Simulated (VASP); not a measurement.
Output of a VASP run:

OSZICAR:
```
       N       E                     dE             d eps       ncg     rms          rms(c)
DAV:   1     0.480756278052E+02    0.48076E+02   -0.66175E+03  2160   0.117E+03
DAV:   2    -0.114343173221E+02   -0.59510E+02   -0.58648E+02  2670   0.251E+02
DAV:   3    -0.121362268038E+02   -0.70191E+00   -0.68979E+00  2497   0.276E+01
DAV:   4    -0.121407893963E+02   -0.45626E-02   -0.45603E-02  2434   0.189E+00
DAV:   5    -0.121408189506E+02   -0.29554E-04   -0.29554E-04  2430   0.132E-01    0.148E+01
DAV:   6    -0.117971458884E+02    0.34367E+00   -0.37490E-01  2252   0.760E+00    0.734E+00
DAV:   7    -0.116921726330E+02    0.10497E+00   -0.31073E-01  2256   0.661E+00    0.406E-01
DAV:   8    -0.116908640014E+02    0.13086E-02   -0.33941E-03  2370   0.786E-01    0.663E-02
DAV:   9    -0.116908560044E+02    0.79970E-05   -0.58207E-05  2302   0.101E-01    0.331E-02
DAV:  10    -0.116908519986E+02    0.40059E-05   -0.46150E-06  2430   0.307E-02    0.448E-03
DAV:  11    -0.116908519812E+02    0.17421E-07   -0.15990E-07  1855   0.575E-03
   1 F= -.11690852E+02 E0= -.11690897E+02  d E =0.135704E-03
```

File OUTCAR:
```
------------------------ aborting loop because EDIFF is reached ----------------------------------------
  FORCE on cell =-STRESS in cart. coord.  units (eV):
  Direction    XX          YY          ZZ          XY          YZ          ZX
  --------------------------------------------------------------------------------------
  Total        1.4091267      1.4091267      1.4091267     -0.0000000     -0.0000000     -0.0000000
  in kB      130.8730399    130.8730399    130.8730399     -0.0000000     -0.0000000     -0.0000000
  external PRESSURE =     130.8730399 kB  Pullay stress =       0.0000000 kB
  volume of cell :       17.25
      direct lattice vectors                 reciprocal lattice vectors
    -1.627734160  1.627734160  1.627734160     0.000000000  0.307175467  0.307175467
     1.627734160 -1.627734160  1.627734160     0.307175467  0.000000000  0.307175467
     1.627734160  1.627734160 -1.627734160     0.307175467  0.307175467  0.000000000
 POSITION                                       TOTAL-FORCE (eV/Angst)
 -----------------------------------------------------------------------------------
      0.00000      0.00000      0.00000         0.000000     -0.000000     -0.000000
 -----------------------------------------------------------------------------------
    total drift:                                0.000000      0.000000      0.000000
  FREE ENERGIE OF THE ION-ELECTRON SYSTEM (eV)
  ---------------------------------------------------
  free  energy   TOTEN  =       -11.6908519812 eV

  energy  without entropy=      -11.6909876852  energy(sigma->0) =      -11.69089722
```
(Selected blocks of OUTCAR.)

File POSCAR:
```
Ta
1
   -1.6277341595     1.6277341595     1.6277341595
    1.6277341595    -1.6277341595     1.6277341595
    1.6277341595     1.6277341595    -1.6277341595
Ta
1
Direct
  0.0000000000   0.0000000000   0.0000000000
```

Problem. Write an INCAR and KPOINTS that could have produced this output.

Solution. One answer among several that fit: the input of the run itself, PW91 GGA, plane waves, VASP's PBE PAW potentials (set 64).

KPOINTS:
```
K-points
0
gamma
 15 15 15
```

### INCAR
```
! general
SYSTEM =Ta
PREC   =Accurate
ENCUT  =520
LREAL  =.False.
LASPH  =.True.

! electronic loop
EDIFF  =1E-7
NELM   =100
ALGO   =Normal
LMAXMIX=6

! smearing
ISMEAR =1
SIGMA  =0.1

! functional
GGA    =91

! ions
ISIF   =2

! output
LWAVE  =.False.
LCHARG =.False.
```

POTCAR, in this order: Ta_pv (PBE.64 set). Program: vasp_std.

The compound is Ta in the bcc structure. This cell is one point of a volume scan, at 0.94 of the reference volume.
